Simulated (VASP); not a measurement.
Method: PBEsol GGA, VASP's PBE PAW potentials (set 64) (plane waves; VASP).

The input files of a VASP run:

File KPOINTS:
```
Automatic mesh
0
Gamma
4 4 4
0 0 0
```

### INCAR
```
# general
SYSTEM  = Be3MgTe4
PREC    = Accurate
ENCUT   = 400
LREAL   = F
LASPH   = T   # aspherical one-centre terms

# electronic loop
EDIFF   = 1E-6
NELM    = 100   # most electronic steps
ALGO    = Normal   # blocked Davidson
LMAXMIX = 4   # l cut-off of mixed one-centre charges

# smearing
ISMEAR  = 0   # Gaussian
SIGMA   = 0.05

# functional
GGA     = PS

# ions
IBRION  = 2   # conjugate gradients
NSW     = 60   # most ionic steps
ISIF    = 3   # ions, shape and volume
EDIFFG  = -0.02   # ionic stop

# output
LWAVE   = F
LCHARG  = F
```

POSCAR:
```
Be3MgTe4
1.0
  5.8242918231   0.0000000000   0.0000000000
  0.0000000000   5.8242918231   0.0000000000
  0.0000000000   0.0000000000   5.8242918231
Mg Te Be
1 4 3
Direct
  0.0000000000   0.0000000000   0.0000000000
  0.2668164315   0.2668164315   0.2668164315
  0.7331835685   0.7331835685   0.2668164315
  0.7331835685   0.2668164315   0.7331835685
  0.2668164315   0.7331835685   0.7331835685
  0.5000000000   0.5000000000   0.0000000000
  0.5000000000   0.0000000000   0.5000000000
  0.0000000000   0.5000000000   0.5000000000
```

POTCAR, in this order: Mg Te Be (PBE.64 set). Program: vasp_std.

Unless said otherwise, spin-orbit coupling is left out, though it shifts the bands of the heavy elements here.

**Question.** Estimate the energy per atom (σ→0), volume per atom, band gap (on the k-mesh).

**Answer.** 
```json
{
  "energy per atom (σ→0)": "-3.875 eV/atom",
  "band gap (on the k-mesh)": "1.98 eV",
  "volume_per_atom": "24.81 Å³/atom"
}
```

File OSZICAR:
```
...
       N       E                     dE             d eps       ncg     rms          rms(c)
DAV:   1    -0.310032463648E+02   -0.22107E-02   -0.35598E-02   485   0.807E-01    0.205E-01
DAV:   2    -0.310020284417E+02    0.12179E-02   -0.24387E-03   480   0.275E-01    0.961E-02
DAV:   3    -0.310016837491E+02    0.34469E-03   -0.12446E-03   480   0.135E-01    0.372E-02
DAV:   4    -0.310016686052E+02    0.15144E-04   -0.28569E-05   495   0.324E-02    0.348E-02
DAV:   5    -0.310016567881E+02    0.11817E-04   -0.13235E-05   521   0.161E-02    0.124E-02
DAV:   6    -0.310016561415E+02    0.64655E-06   -0.13640E-06   295   0.626E-03
   2 F= -.31001656E+02 E0= -.31001656E+02  d E =-.620087E-03
```

The structure was generated: Be3MgTe4 was put into an ordered model structure (P-43m), which need not be its known phase. This run relaxes it. Symmetry was kept, so distortions that lower it aren't found. The start is the result of an earlier pass.
